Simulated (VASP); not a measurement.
Consider the following.

```
CELL_PARAMETERS angstrom
      0.00000     2.64060     2.64060
      2.64060     0.00000     2.64060
      2.64060     2.64060     0.00000
ATOMIC_POSITIONS crystal
  Zn 0.00000 0.00000 0.00000
  S  0.25000 0.25000 0.25000
```

Calculation: MS2 meta-GGA, VASP's PBE PAW potentials (set 64) (plane waves; VASP). Numerical set-up: 520 eV cut-off, 9×9×9 Γ-centred mesh, Gaussian smearing of 0.050 eV, potentials Zn S.

### Question
Estimate the energy per atom (σ→0), pressure, band gap (on the k-mesh) with the smallest direct gap where there is one.

### Answer

band gap (on the k-mesh): 2.79 eV
smallest direct gap (on the k-mesh): 2.79 eV
energy per atom (σ→0): -6.498 eV/atom
pressure: 4.95 GPa

The absolute energy has meaning only against runs of the same code, potentials and settings.

The compound is ZnS in the zinc blende structure. This cell is one point of a volume scan, at 0.94 of the reference volume.
